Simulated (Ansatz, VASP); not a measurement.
**Pb (Pb(110)) in two plane-wave programs**

Wanted: the spread between two codes on one cell, functional and k mesh.

Program: Ansatz 0.2.0. Level of theory: plane waves, with VASP 6.6.1 beside it; single point at PBEsol, single point at r2SCAN and single point at PBEsol, spin-orbit coupling. Results are calculated unless marked as measured.

### Step 1. The starting structure

The cell holds 7 atoms: 7 Pb. Its edges and angles: a = 4.950 Å, b = 3.500 Å, c = 18.501 Å, α = 90.0°, β = 90.0°, γ = 90.0°. Vacuum lies along c.

### Step 2. Ansatz: single point, PBEsol

Ansatz runs on its default PAW (the set named soft_2) files.

With cell and atoms fixed, the geometry can't cause a difference; cores, projectors, grids and the points listed under the comparison can.

The input, input.yaml:

```yaml
crystal:
  lattice:
    - [4.95, 0.0, 0.0]
    - [0.0, 3.5001785669, 0.0]
    - [0.0, 0.0, 18.5005357006]
  atoms:
    - { symbol: Pb, position: [0.0, 0.0, 0.2162099555] }
    - { symbol: Pb, position: [0.5, 0.5, 0.310806637] }
    - { symbol: Pb, position: [0.0, 0.0, 0.4054033185] }
    - { symbol: Pb, position: [0.5, 0.5, 0.5] }
    - { symbol: Pb, position: [0.0, 0.0, 0.5945966815] }
    - { symbol: Pb, position: [0.5, 0.5, 0.689193363] }
    - { symbol: Pb, position: [0.0, 0.0, 0.7837900445] }
hamiltonian:
  xc: pbesol
  pseudopotentials: { kind: paw }
kpoints:
  mp_grid: { grid: [5, 7, 1] }
scf:
  occupations: { method: methfessel_paxton, width: 0.1 }
  n_extra_bands: 5
efield:
  axis: 3
  dipole_correction: true
  ramp_width: 0.04
output:
  forces: true
  eigenvalues: true
```

Run with:

```bash
$ ansatz run input.yaml --threads 4 --pin off --max-ram 9216MiB --backend cpu --events-out ev --progress --plain --runs-dir out
```

Numbers of over 12 decimals in the logs are rounded to 6 here.

Log:

```text
scf.n_extra_bands = 5 over 49 filled bands (N_el = 98.0): the run solves 54 bands
Engine: ansatz 0.2.0, x86_64-unknown-linux-gnu
Pseudopotentials: kind: paw
Pseudopotential: Pb, paw, valence charge 14, recommended cutoff 420 eV (normal), Pb.paw.azcp
Functional definition: PBEsol
  exchange = pbesol_x
  correlation = pbesol_c
Crystal: 7 atoms, lattice volume = 320.538 Å³
Basis set: ecut = 420 eV, 6267 PW (Γ), exchange–correlation on 72×48×250 points (8 copies of the dense FFT grid, shifted against one another)
Bands: 54, of which v1, the nominal top of the filled ones, is band 49 counted from 1 (48 counted from 0)
Symmetry: 4 space group operations
k-points: 12 of 35
Non-local potential: Pb, projectors of the file, l = 0: 2, l = 1: 2, l = 2: 2, l = 3: 2
PAW form: soft (Blöchl's): semilocal exchange-correlation on the pseudo side does not see the compensation charge
PAW frozen core: Pb, regenerated for the run's functional, and the local potential with it (the file was generated under x = pbe(κ = 0.804, μ = 0.219515), c = pbe(β = 0.066725))
PAW one-centre angular grid: Pb, 590 points (default); XC on 64 Gauss nodes
Initial density: superposition of atomic densities (neutral atoms: chi_scale 0, normalization atom), corrected by the library's trained network
Initial wavefunctions: pseudopotential atomic-orbital guess
Functional: x = pbesol(κ = 0.804, μ = 0.123457), c = pbesol(β = 0.046)
SCF iter   1: F=—  HF=-82283.470961 eV  |F-HF|=—  |Δ(HF+E_count)|=         —  Δρ=1.80e-3  dr2=2.87e-2  ethr=1.77e-3  p=0.000 e·Å  D=5.86e-14 V/Å  ΔV_dip=-0.00 eV  dr2_dipole=1.67e-6  V_vac-E_F(+/−)=3.69/3.69 eV  ⟨swp⟩=6.3  Hψ=2493  notcnv=0
efield: sawtooth ramp at fractional position 0.9800 (placed from the atoms, in the widest stretch of the axis that holds none; the zero of the levels goes with the place), width 0.0400; the density the first Hamiltonian is built on has a dipole p = 0.000 e·Å; the dipole correction subtracts the counter field D = 5.86e-14 V/Å, which shifts the + side's vacuum level by -0.00 eV against the − side's; the planar-averaged density in the ramp window peaks in size at 1.4e-3 e/Å³
preconditioner: auto → LDOS  [insulator: Δε(μ)=0.072 eV  Ē_g=14.762 eV  σ=0.100 eV  W_gap=0.51  n_scr=60 (ndim 8)  ℏωp=20.5 eV  f_vac=0.279  D(μ)=6.87/eV (n_scr^D=38)  ε∞_Penn≈2.9  β→1.0]
SCF iter   2: F=—  HF=-82283.472670 eV  |F-HF|=—  |Δ(HF+E_count)|=   1.71e-3  S|Δr|=    0.00e0  Δρ=9.55e-4  dr2=2.63e-3  ethr=2.93e-5  p=-0.000 e·Å  D=-1.33e-5 V/Å  ΔV_dip=0.00 eV  dr2_dipole=7.01e-7  V_vac-E_F(+/−)=3.72/3.73 eV  ⟨swp⟩=2.2  Hψ=1406  notcnv=0  defer=1
SCF iter   3: F=—  HF=-82283.471806 eV  |F-HF|=—  |Δ(HF+E_count)|=   8.64e-4  S|Δr|=    0.00e0  Δρ=2.82e-4  dr2=9.23e-4  ethr=2.69e-6  p=-0.000 e·Å  D=-7.63e-6 V/Å  ΔV_dip=0.00 eV  dr2_dipole=1.72e-7  V_vac-E_F(+/−)=3.73/3.73 eV  ⟨swp⟩=2.0  Hψ=1232  notcnv=0  defer=1
SCF iter   4: F=—  HF=-82283.471702 eV  |F-HF|=—  |Δ(HF+E_count)|=   1.04e-4  S|Δr|=    0.00e0  Δρ=8.66e-5  dr2=1.35e-4  ethr=9.42e-7  p=-0.000 e·Å  D=-4.55e-6 V/Å  ΔV_dip=0.00 eV  dr2_dipole=3.10e-8  V_vac-E_F(+/−)=3.73/3.74 eV  ⟨swp⟩=2.9  Hψ=1257  notcnv=0  defer=1
SCF iter   5: F=—  HF=-82283.471690 eV  |F-HF|=—  |Δ(HF+E_count)|=   1.12e-5  S|Δr|=    0.00e0  Δρ=2.81e-5  dr2=1.66e-5  ethr=1.37e-7  p=-0.000 e·Å  D=-2.29e-6 V/Å  ΔV_dip=0.00 eV  dr2_dipole=3.90e-9  V_vac-E_F(+/−)=3.74/3.74 eV  ⟨swp⟩=3.0  Hψ=1242  notcnv=0  defer=1
SCF iter   6: F=—  HF=-82283.471664 eV  |F-HF|=—  |Δ(HF+E_count)|=   2.62e-5  S|Δr|=    0.00e0  Δρ=1.00e-5  dr2=6.94e-7  ethr=1.69e-8  p=-0.000 e·Å  D=-1.04e-6 V/Å  ΔV_dip=0.00 eV  dr2_dipole=1.60e-10  V_vac-E_F(+/−)=3.74/3.74 eV  ⟨swp⟩=2.0  Hψ=708  notcnv=0  defer=1
SCF iter   7: F=-82283.471664 eV  HF=-82283.471664 eV  |F-HF|=4.79e-8  |Δ(HF+E_count)|=   2.35e-7  S|Δr|=    0.00e0  Δρ=3.27e-6  dr2=7.97e-8  ethr=1.02e-10  p=-0.000 e·Å  D=-4.42e-7 V/Å  ΔV_dip=0.00 eV  dr2_dipole=5.11e-11  V_vac-E_F(+/−)=3.74/3.74 eV  ⟨swp⟩=8.9  Hψ=3101  notcnv=0
WARN: efield: at this solve's end the planar-averaged density reaches 1.40e-3 e/Å³ inside the ramp window [0.9259, 0.0741] (bound 1e-5 e/Å³); the window's nearer edge stands 2.63 Å from this solve's nearest atom along the axis. Its work functions, free energy, forces, stress, dipole, levels and responses can be off, and this figure does not tell by how much. The cell may have no vacuum along `efield.axis`. A short vacuum, a low `basis.ecutwfc` or `basis.ecutrho_ratio` and negative occupations (`scf.occupations.method`) can put density there. See the manual's quickstart, § The vacuum guard
SCF 1 converged in 7 iterations: F = -82283.471664 eV  dr2 = 7.97e-8
  greatest PAW one-centre occupation: 0.979 electrons in one spin orbital (limit 2), on the Pb atom at site 6 (counted from 0), in its partial waves of l = 2
SCF converged after 7 iterations
Stability not checked: this state was not tested for a lower state beside it, because cold or Methfessel-Paxton smearing, or corrected tetrahedra, fill the levels in a way that the test cannot read (fill_not_monotonic; see scf.lower_state_search)
Free energy (F): -82283.471664 eV
Harris-Foulkes:  -82283.471664 eV  (|F-HF|=4.79e-8)
Internal energy: -82283.465133 eV  (E = F + TS)
E sigma→0 (E₀):  -82283.470032 eV
Entropy (-TS):   -0.006531 eV (-0.933 meV/atom)
Fermi energy:    5.876865 eV
Dipole field:    D = 0.000007 V/Å  (p = 0.000013 e·Å, saw-weighted, corrected)
Work function:   Φ+ = 3.7352 eV (in doubt: plateau slope 1.6e-1 eV/Å)   Φ− = 3.7442 eV (in doubt: plateau slope 1.1e-1 eV/Å)
Levels:          The Fermi level and band energies are counted from a zero that moves with the ramp; work functions are not
Vacuum region:   at the solve's end the planar-averaged density reaches 1.40e-3 e/Å³ inside the ramp window [0.9259, 0.0741] (bound 1e-5 e/Å³)
--- Per-component energies (eV) ---
  E_band       = -746.961587
  E_kinetic    = 2019.350330
  E_local      = -25274.844483  (includes V_loc(G=0)·N_el)
  E_nonlocal   = 2461.316477
  E_hartree    = 11659.891465
  E_xc         = -1530.231946
  E_vxc        = -925.389044  (∫ρ·V_xc dr)
  E_paw        = -71789.155711  (= ΣΔE_a)
  E_vpaw       = -2347.162894  (= ΣTr[D̂ρ^β])
  E_aug_tail   = 0.000330  (compensation charges beyond the density's cutoff)
  E_efield     = 0.000000  (sawtooth field / dipole correction)
  E_vefield    = 0.000000  (∫n·V_field dr)
  E_ewald      = 169.773588
  E_core_change = 0.434816  (= ΣΔE_core)
  E_smearing   = -0.006531  (= −TS)
  E_closure    = -0.000000  (closes the sum)
  Σ components = -82283.471664   (vs F -82283.471664, Δ=0.00e0)
--- Forces (eV/Å), atoms counted from 1 ---
  atom   1  Pb     0.00000000     0.00000000     0.41064942
  atom   2  Pb     0.00000000     0.00000000    -0.33529117
  atom   3  Pb     0.00000000     0.00000000    -0.04903691
  atom   4  Pb     0.00000000     0.00000000     0.00000003
  atom   5  Pb     0.00000000     0.00000000     0.04903676
  atom   6  Pb     0.00000000     0.00000000     0.33529016
  atom   7  Pb     0.00000000     0.00000000    -0.41064981
  max |Σ_I F_I| component: 1.52e-6 eV/Å
--- Band table (eV; the first three rows and the last of 12) ---
  k-point 0: bands = [... 45 lower, 4.5452, 4.8789, 5.4852, 5.9815, 6.4115, 7.0186, 7.8250, 8.1743, ... 1 higher]
  k-point 1: bands = [... 45 lower, 4.5884, 5.1533, 5.6604, 6.0035, 6.4303, 6.6400, 7.0970, 7.3259, ... 1 higher]
  k-point 2: bands = [... 45 lower, 4.3951, 4.8608, 4.9652, 5.9339, 5.9371, 6.2264, 6.7909, 7.2483, ... 1 higher]
  k-point 11: bands = [... 45 lower, 3.3188, 3.8505, 3.9621, 4.2716, 4.9425, 5.2672, 6.2216, 6.5980, ... 1 higher]
```

It took 3 s on 4 threads of Intel Xeon Platinum 8488C (Sapphire Rapids), shared host; peak memory 0.77 GiB; 11 s of CPU time.

### Step 3. VASP: single point, PBEsol

The same cell, functional, mesh and smearing now go to VASP, with its own data sets and cutoff.

Lines of VASP's logs that name or quote its potential files are left out, and so is its time.

The input, INCAR:

```
SYSTEM = Pb
PREC = Normal
ENCUT = 350
EDIFF = 1E-06
NELM = 120
ISMEAR = 1
SIGMA = 0.1
LREAL = .FALSE.
ALGO = Normal
GGA = PS
NBANDS = 21
LORBIT = 11
LWAVE = .FALSE.
LCHARG = .FALSE.
KPAR = 4
IDIPOL = 3
LDIPOL = .TRUE.
DIPOL = 0.5 0.5 0.5
LVHAR = .TRUE.
LVACPOTAV = .TRUE.
```

The input, POSCAR:

```
Pb
1.0
    4.9500000000      0.0000000000      0.0000000000
    0.0000000000      3.5001785669      0.0000000000
    0.0000000000      0.0000000000     18.5005357006
Pb
7
Direct
    0.0000000000      0.0000000000      0.2162099555
    0.5000000000      0.5000000000      0.3108066370
    0.0000000000      0.0000000000      0.4054033185
    0.5000000000      0.5000000000      0.5000000000
    0.0000000000      0.0000000000      0.5945966815
    0.5000000000      0.5000000000      0.6891933630
    0.0000000000      0.0000000000      0.7837900445
```

The input, KPOINTS:

```
Automatic mesh
0
Gamma
5 7 1
0 0 0
```

Potentials, in the order of the species: Pb (PBE family, release 64).

Run with:

```bash
$ mpirun -np 4 vasp_std
```

Log:

```text
[banner, memory and clock lines left out]
running    4 mpi-ranks, on    1 nodes
 distrk:  each k-point on    1 cores,    4 groups
 distr:  one band on    1 cores,    1 groups

 POSCAR found type information on POSCAR Pb
 POSCAR found :  1 types and       7 ions
|                                                                             |
|               ----> ADVICE to this user running VASP <----                  |
|                                                                             |
|     You enforced a specific xc type in the INCAR file but a different       |
|     [... a line on the potential file left out ...]
|     I HOPE YOU KNOW WHAT YOU ARE DOING!                                     |
|                                                                             |

 LDA part: xc-table for (Slater+PW92), standard interpolation
 POSCAR, INCAR and KPOINTS ok, starting setup
 FFT: planning ... GRIDC
 FFT: planning ... GRID_SOFT
 FFT: planning ... GRID
 WAVECAR not read
 entering main loop
       N       E                     dE             d eps       ncg     rms          rms(c)
DAV:   1     0.115680806395E+03    0.11568E+03   -0.67892E+03   504   0.711E+02
DAV:   2    -0.133545764881E+02   -0.12904E+03   -0.12457E+03   685   0.125E+02
DAV:   3    -0.265937936446E+02   -0.13239E+02   -0.12954E+02   628   0.467E+01
DAV:   4    -0.271369906124E+02   -0.54320E+00   -0.54180E+00   730   0.981E+00
DAV:   5    -0.271496040201E+02   -0.12613E-01   -0.12609E-01   713   0.149E+00    0.120E+01
DAV:   6    -0.269620878080E+02    0.18752E+00   -0.10990E+00   755   0.363E+00    0.711E+00
DAV:   7    -0.270322854617E+02   -0.70198E-01   -0.14712E+00   706   0.478E+00    0.238E+00
DAV:   8    -0.268626846445E+02    0.16960E+00   -0.61946E-01   695   0.302E+00    0.562E-01
DAV:   9    -0.268671435893E+02   -0.44589E-02   -0.49935E-02   612   0.883E-01    0.546E-01
DAV:  10    -0.268671567409E+02   -0.13152E-04   -0.12366E-03   764   0.152E-01    0.479E-01
DAV:  11    -0.268672413926E+02   -0.84652E-04   -0.10549E-03   597   0.114E-01    0.200E-01
DAV:  12    -0.268678754867E+02   -0.63409E-03   -0.73533E-04   601   0.104E-01    0.142E-01
DAV:  13    -0.268687120265E+02   -0.83654E-03   -0.36826E-04   598   0.664E-02    0.931E-02
DAV:  14    -0.268697603048E+02   -0.10483E-02   -0.71914E-04   587   0.858E-02    0.796E-02
DAV:  15    -0.268699243234E+02   -0.16402E-03   -0.77062E-05   636   0.323E-02    0.629E-02
DAV:  16    -0.268700232402E+02   -0.98917E-04   -0.87675E-05   585   0.405E-02    0.167E-02
DAV:  17    -0.268700302607E+02   -0.70205E-05   -0.77162E-06   652   0.117E-02    0.136E-02
DAV:  18    -0.268700302123E+02    0.48432E-07   -0.14773E-07   395   0.187E-03
|                                                                             |
|           W    W    AA    RRRRR   N    N  II  N    N   GGGG   !!!           |
|           W    W   A  A   R    R  NN   N  II  NN   N  G    G  !!!           |
|           W    W  A    A  R    R  N N  N  II  N N  N  G       !!!           |
|           W WW W  AAAAAA  RRRRR   N  N N  II  N  N N  G  GGG   !            |
|           WW  WW  A    A  R   R   N   NN  II  N   NN  G    G                |
|           W    W  A    A  R    R  N    N  II  N    N   GGGG   !!!           |
|                                                                             |
|     Did not find any points to average over, which means that no vacuum     |
|     field-free region was found. Please increase the size of  your cell     |
|     in the dimension of the dipole correction to obtain accurate            |
|     workfunction values.                                                    |
|                                                                             |

   1 F= -.26870030E+02 E0= -.26867797E+02  d E =-.670027E-02
|                                                                             |
|           W    W    AA    RRRRR   N    N  II  N    N   GGGG   !!!           |
|           W    W   A  A   R    R  NN   N  II  NN   N  G    G  !!!           |
|           W    W  A    A  R    R  N N  N  II  N N  N  G       !!!           |
|           W WW W  AAAAAA  RRRRR   N  N N  II  N  N N  G  GGG   !            |
|           WW  WW  A    A  R   R   N   NN  II  N   NN  G    G                |
|           W    W  A    A  R    R  N    N  II  N    N   GGGG   !!!           |
|                                                                             |
|     Did not find any points to average over, which means that no vacuum     |
|     field-free region was found. Please increase the size of  your cell     |
|     in the dimension of the dipole correction to obtain accurate            |
|     workfunction values.                                                    |
|                                                                             |
```

Parts of OUTCAR (step 3):

```text
ion  position               nearest neighbor table
   1  0.000  0.000  0.216-   3 3.50   2 3.50   2 3.50   2 3.50   2 3.50
   2  0.500  0.500  0.311-   4 3.50   3 3.50   1 3.50   1 3.50   3 3.50   1 3.50   3 3.50   1 3.50
                             3 3.50
   3  0.000  0.000  0.405-   1 3.50   5 3.50   4 3.50   2 3.50   2 3.50   4 3.50   2 3.50   4 3.50
                             2 3.50   4 3.50
   4  0.500  0.500  0.500-   2 3.50   6 3.50   5 3.50   3 3.50   3 3.50   5 3.50   3 3.50   5 3.50
                             3 3.50   5 3.50
   5  0.000  0.000  0.595-   3 3.50   7 3.50   6 3.50   4 3.50   4 3.50   6 3.50   4 3.50   6 3.50
                             4 3.50   6 3.50
   6  0.500  0.500  0.689-   4 3.50   5 3.50   7 3.50   5 3.50   7 3.50   5 3.50   7 3.50   5 3.50
                             7 3.50
   7  0.000  0.000  0.784-   5 3.50   6 3.50   6 3.50   6 3.50   6 3.50

  LATTYP: Found a simple orthorhombic cell.
 ALAT       =     3.5001785669
 B/A-ratio  =     1.4142135624
 C/A-ratio  =     5.2855976765

 Subroutine GETGRP returns: Found  8 space group operations
 (whereof  8 operations were pure point group operations)

The static configuration has the point symmetry D_2h.

 Found     12 irreducible k-points:

   k-points           NKPTS =     12   k-points in BZ     NKDIM =     12   number of bands    NBANDS=     21

   dimension x,y,z NGX =    24 NGY =   16 NGZ =   90
   dimension x,y,z NGXF=    48 NGYF=   32 NGZF=  180

   ENCUT  =  350.0 eV  25.72 Ry    5.07 a.u.   7.55  5.34 28.22*2*pi/ulx,y,z

   NELECT =      28.0000    total number of electrons

 k-points in reciprocal lattice and weights: Automatic mesh
   0.00000000  0.00000000  0.00000000       0.029
   0.20000000  0.00000000  0.00000000       0.057
   0.40000000  0.00000000  0.00000000       0.057
   0.00000000  0.14285714  0.00000000       0.057
   0.20000000  0.14285714  0.00000000       0.114
   0.40000000  0.14285714  0.00000000       0.114
   0.00000000  0.28571429  0.00000000       0.057
   0.20000000  0.28571429  0.00000000       0.114
   0.40000000  0.28571429  0.00000000       0.114
   0.00000000  0.42857143  0.00000000       0.057
   0.20000000  0.42857143  0.00000000       0.114
   0.40000000  0.42857143  0.00000000       0.114

 dipolmoment           0.000000      0.000000     -0.000000 electrons x Angstroem

 average (electrostatic) potential at core
       1 -45.5740       2 -45.3379       3 -45.4619       4 -45.4374       5 -45.4619
       6 -45.3379       7 -45.5740

 E-fermi :   1.9112

 k-point     1 :       0.0000    0.0000    0.0000
  band No.  band energies     occupation
    ...
      9      -0.3030      2.00000
     10       0.4022      2.00000
     11       0.5717      2.00000
     12       0.9028      2.00000
     13       1.5155      2.00000
     14       2.0150     -0.05737
     15       2.4428     -0.00000
     16       3.0579     -0.00000
     17       3.8635     -0.00000
     18       4.2179      0.00000
    ...

 k-point     2 :       0.2000    0.0000    0.0000
  band No.  band energies     occupation
    ...
      8      -0.9730      2.00000
      9      -0.8391      2.00000
     10       0.0357      2.00000
     11       0.1218      2.00000
     12       1.2739      2.00000
     13       2.0819     -0.03644
     14       2.5247     -0.00000
     15       3.2664     -0.00000
     16       3.3862     -0.00000
     17       4.0148      0.00000
    ...

 k-point     3 :       0.4000    0.0000    0.0000
  band No.  band energies     occupation
    ...
      9      -1.5763      2.00000
     10      -0.0539      2.00000
     11      -0.0254      2.00000
     12       1.7435      2.03919
     13       1.8548      1.80606
     14       3.3444     -0.00000
     15       4.1846      0.00000
     16       4.5976      0.00000
     17       5.1957      0.00000
     18       5.4400      0.00000
    ...

  Total       -3.7158459     -3.6773224     -2.0131423      0.0000000      0.0000000      0.0000000
  in kB      -18.5732789    -18.3807227    -10.0624874      0.0000000      0.0000000      0.0000000
  external PRESSURE =     -15.6721630 kB  Pullay stress =       0.0000000 kB

  energy-cutoff  :      350.00
  volume of cell :      320.54
      direct lattice vectors                 reciprocal lattice vectors
     4.950000000  0.000000000  0.000000000     0.202020202  0.000000000  0.000000000
     0.000000000  3.500178567  0.000000000     0.000000000  0.285699710  0.000000000
     0.000000000  0.000000000 18.500535701     0.000000000  0.000000000  0.054052489

 POSITION                                       TOTAL-FORCE (eV/Angst)
 -----------------------------------------------------------------------------------
      0.00000      0.00000      4.00000         0.000000      0.000000      0.424892
      2.47500      1.75009      5.75009        -0.000000      0.000000     -0.328219
      0.00000      0.00000      7.50018        -0.000000      0.000000     -0.053217
      2.47500      1.75009      9.25027        -0.000000      0.000000      0.000000
      0.00000      0.00000     11.00036        -0.000000      0.000000      0.053217
      2.47500      1.75009     12.75045        -0.000000     -0.000000      0.328219
      0.00000      0.00000     14.50054         0.000000      0.000000     -0.424892
 -----------------------------------------------------------------------------------
    total drift:                               -0.000000     -0.000000     -0.000000

  FREE ENERGIE OF THE ION-ELECTRON SYSTEM (eV)
  ---------------------------------------------------
  free  energy   TOTEN  =       -26.8700302123 eV

  energy  without entropy=      -26.8633299467  energy(sigma->0) =      -26.86779679

 total charge
# of ion       s       p       d       tot
------------------------------------------
    1        1.724   1.221   0.041   2.986
    2        1.727   1.336   0.065   3.127
    3        1.736   1.319   0.074   3.129
    4        1.740   1.323   0.075   3.137
    5        1.736   1.319   0.074   3.129
    6        1.727   1.336   0.065   3.127
    7        1.724   1.221   0.041   2.986
--------------------------------------------------
tot         12.115   9.075   0.433  21.623

[... 3 further parts left out ...]
```

The data set Pb keeps the semicore shell frozen, which is cheaper and a little less accurate.

(Part 1 of 2 ends here.)

[Lines on the potential files, build, host, timing and source positions are cut from VASP's logs without a mark.]

[Logs are printed without paths, hosts, clocks, repeated set-up lines and the standing remarks that a program may print on its own settings, such as how far it seeks lower states.]

[Hosts, paths, dates, database ids (printed as entryN), source tags and the programs' standing remarks are cut or masked in the printed files.]
